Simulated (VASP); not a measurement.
Consider the following.

```
P
1.0
    0.00000     2.47106     2.47106
    2.47106     0.00000     2.47106
    2.47106     2.47106     0.00000
P
2
Direct
  0.75000   0.75000   0.75000
  0.50000   0.50000   0.50000
```

Method: PBEsol GGA, VASP's PBE PAW potentials (set 64) (plane waves; VASP). Settings: 400 eV cut-off, 8×8×8 Γ-centred mesh, Gaussian smearing of 0.050 eV, potentials P.

Energy and stress use the plane-wave basis of the starting cell.

**Question.** The ions, cell shape and volume are relaxed. What does this cell relax into?

**Answer.** 
```
P
1.0
    0.00000     2.68563     2.68563
    2.68563     0.00000     2.68563
    2.68563     2.68563     0.00000
P
2
Direct
  0.75000   0.75000   0.75000
  0.50000   0.50000   0.50000
```
Space group Fd-3m (227), at a tolerance of 0.03 Å.

**Question.** How do energy and volume change from the first to the last step?

**Answer.** The energy (σ→0) changes by -214.6 meV/atom and the volume by +28.4 %, in 3 ionic steps.

```json
[
 {"step": "1", "E(σ→0) (eV)": "-9.9422", "max force (eV/Å)": "0.000", "pressure (GPa)": "20.60", "volume (Å³)": "30.18"},
 {"step": "2", "E(σ→0) (eV)": "-10.3693", "max force (eV/Å)": "0.000", "pressure (GPa)": "-0.63", "volume (Å³)": "39.47"},
 {"step": "3", "E(σ→0) (eV)": "-10.3713", "max force (eV/Å)": "0.000", "pressure (GPa)": "0.08", "volume (Å³)": "38.74"}
]
```

The structure was generated: P was put into the diamond type (Fd-3m), which need not be its known phase. This run relaxes it. Symmetry was kept, so distortions that lower it aren't found.
